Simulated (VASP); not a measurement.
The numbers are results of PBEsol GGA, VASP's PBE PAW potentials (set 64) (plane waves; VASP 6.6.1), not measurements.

VASP input:

**POSCAR**
```
Li
1
    2.8766570000     0.0000000000     0.0000000000
    0.0000000000     2.8766570000     0.0000000000
    0.0000000000     0.0000000000     2.8766570000
Li
1
Direct
  0.0000000000   0.0000000000   0.0000000000
```

File KPOINTS:
```
Automatic
0
gamma
 11 11 11
0 0 0
```

### INCAR
```
SYSTEM = Li
PREC = Accurate
ENCUT = 520
EDIFF = 1E-6
NELM = 100
ALGO = Normal
LREAL = .FALSE.
LASPH = .TRUE.
ISMEAR = 1
SIGMA = 0.1
GGA = PS
LWAVE = .FALSE.
LCHARG = .FALSE.
IBRION = 2
ISIF = 3
NSW = 60
EDIFFG = -0.01
```

POTCAR, in this order: Li_sv (PBE.64 set). Program: vasp_std.

The run wrote:

**OSZICAR**
```
       N       E                     dE             d eps       ncg     rms          rms(c)
DAV:   1     0.911567503003E+00    0.91157E+00   -0.68400E+02   560   0.409E+02
DAV:   2    -0.155385188069E+01   -0.24654E+01   -0.24027E+01   750   0.592E+01
DAV:   3    -0.182687113667E+01   -0.27302E+00   -0.27156E+00   745   0.113E+01
DAV:   4    -0.183294436178E+01   -0.60732E-02   -0.60733E-02   695   0.216E+00
DAV:   5    -0.183304802383E+01   -0.10366E-03   -0.10366E-03   725   0.233E-01    0.500E-01
DAV:   6    -0.183046437868E+01    0.25836E-02   -0.68864E-04   805   0.195E-01    0.287E-01
DAV:   7    -0.182899262062E+01    0.14718E-02   -0.21374E-03   915   0.341E-01    0.408E-02
DAV:   8    -0.182901253005E+01   -0.19909E-04   -0.32119E-04   700   0.147E-01    0.517E-03
DAV:   9    -0.182901266092E+01   -0.13087E-06   -0.38131E-06   700   0.245E-02
   1 F= -.18290127E+01 E0= -.18288191E+01  d E =-.182901E+01
       N       E                     dE             d eps       ncg     rms          rms(c)
DAV:   1    -0.183800395366E+01   -0.89914E-02   -0.79129E-02   765   0.294E+00    0.608E-01
DAV:   2    -0.183742794304E+01    0.57601E-03   -0.13841E-02   600   0.107E+00    0.415E-01
DAV:   3    -0.183636390643E+01    0.10640E-02   -0.43358E-03  1060   0.448E-01    0.162E-01
DAV:   4    -0.183617606612E+01    0.18784E-03   -0.33967E-04  1005   0.166E-01    0.127E-02
DAV:   5    -0.183617533581E+01    0.73031E-06   -0.15383E-05   720   0.403E-02    0.610E-03
DAV:   6    -0.183617488938E+01    0.44643E-06   -0.14631E-06   420   0.123E-02
   2 F= -.18361749E+01 E0= -.18359497E+01  d E =-.716223E-02
       N       E                     dE             d eps       ncg     rms          rms(c)
DAV:   1    -0.185307931614E+01   -0.16904E-01   -0.35903E-01   715   0.657E+00    0.127E+00
DAV:   2    -0.185175968579E+01    0.13196E-02   -0.71818E-02   595   0.251E+00    0.886E-01
DAV:   3    -0.184719766263E+01    0.45620E-02   -0.19991E-02  1065   0.102E+00    0.399E-01
DAV:   4    -0.184608001158E+01    0.11177E-02   -0.21170E-03  1030   0.414E-01    0.208E-02
DAV:   5    -0.184608059282E+01   -0.58124E-06   -0.56800E-05   670   0.913E-02    0.147E-02
DAV:   6    -0.184607928427E+01    0.13086E-05   -0.87239E-06   665   0.269E-02    0.218E-03
DAV:   7    -0.184607922988E+01    0.54389E-07   -0.41616E-07   320   0.805E-03
   3 F= -.18460792E+01 E0= -.18458400E+01  d E =-.170666E-01
       N       E                     dE             d eps       ncg     rms          rms(c)
DAV:   1    -0.186537205307E+01   -0.19293E-01   -0.16665E+00   645   0.155E+01    0.260E+00
DAV:   2    -0.186866521224E+01   -0.32932E-02   -0.38462E-01   585   0.601E+00    0.188E+00
DAV:   3    -0.185108972158E+01    0.17575E-01   -0.93765E-02  1045   0.230E+00    0.108E+00
DAV:   4    -0.184327077830E+01    0.78189E-02   -0.14237E-02  1025   0.106E+00    0.371E-02
DAV:   5    -0.184328273930E+01   -0.11961E-04   -0.32660E-04   615   0.230E-01    0.273E-02
DAV:   6    -0.184327892543E+01    0.38139E-05   -0.39448E-05   660   0.582E-02    0.661E-03
DAV:   7    -0.184327889250E+01    0.32937E-07   -0.15614E-06   520   0.166E-02
   4 F= -.18432789E+01 E0= -.18431669E+01  d E =-.142662E-01
       N       E                     dE             d eps       ncg     rms          rms(c)
DAV:   1    -0.186751378198E+01   -0.24235E-01   -0.58799E-01   805   0.726E+00    0.167E+00
DAV:   2    -0.185680524151E+01    0.10709E-01   -0.44412E-02   690   0.193E+00    0.103E+00
DAV:   3    -0.184903971908E+01    0.77655E-02   -0.21734E-02  1050   0.921E-01    0.180E-01
DAV:   4    -0.184885828798E+01    0.18143E-03   -0.58356E-04   760   0.298E-01    0.480E-02
DAV:   5    -0.184887234031E+01   -0.14052E-04   -0.12769E-04   800   0.112E-01    0.122E-02
DAV:   6    -0.184887322226E+01   -0.88195E-06   -0.51430E-06   690   0.270E-02
   5 F= -.18488732E+01 E0= -.18486787E+01  d E =-.198606E-01
```

**OUTCAR**
```
------------------------ aborting loop because EDIFF is reached ----------------------------------------
  FORCE on cell =-STRESS in cart. coord.  units (eV):
  Direction    XX          YY          ZZ          XY          YZ          ZX
  --------------------------------------------------------------------------------------
  Total       -0.0082557     -0.0082557     -0.0082557     -0.0000000      0.0000000      0.0000000
  in kB       -0.6537436     -0.6537436     -0.6537436     -0.0000000      0.0000000      0.0000000
  external PRESSURE =      -0.6537436 kB  Pullay stress =       0.0000000 kB
  volume of cell :       20.23
      direct lattice vectors                 reciprocal lattice vectors
     2.724914287  0.000000000  0.000000000     0.366984020 -0.000000000  0.000000000
     0.000000000  2.724914287  0.000000000    -0.000000000  0.366984020 -0.000000000
    -0.000000000  0.000000000  2.724914287    -0.000000000 -0.000000000  0.366984020
 POSITION                                       TOTAL-FORCE (eV/Angst)
 -----------------------------------------------------------------------------------
      0.00000      0.00000      0.00000        -0.000000      0.000000      0.000000
 -----------------------------------------------------------------------------------
    total drift:                                0.000000     -0.000000      0.000000
  FREE ENERGIE OF THE ION-ELECTRON SYSTEM (eV)
  ---------------------------------------------------
  free  energy   TOTEN  =        -1.8488732223 eV

  energy  without entropy=       -1.8482896682  energy(sigma->0) =       -1.84867870

 reached required accuracy - stopping structural energy minimisation
```
(Selected blocks of OUTCAR.)

CONTCAR:
```
Li
   1.00000000000000
     2.7249142872029282    0.0000000000000000    0.0000000000000000
     0.0000000000000000    2.7249142872029282    0.0000000000000000
    -0.0000000000000000    0.0000000000000000    2.7249142872029282
  Li
     1
Direct
     0.0000000000000000    0.0000000000000000    0.0000000000000000
```

Energy and stress use the plane-wave basis of the starting cell.

The structure was generated: Li was put into the simple-cubic type (Pm-3m), which need not be its known phase. This run relaxes it. Symmetry was kept, so distortions that lower it aren't found.
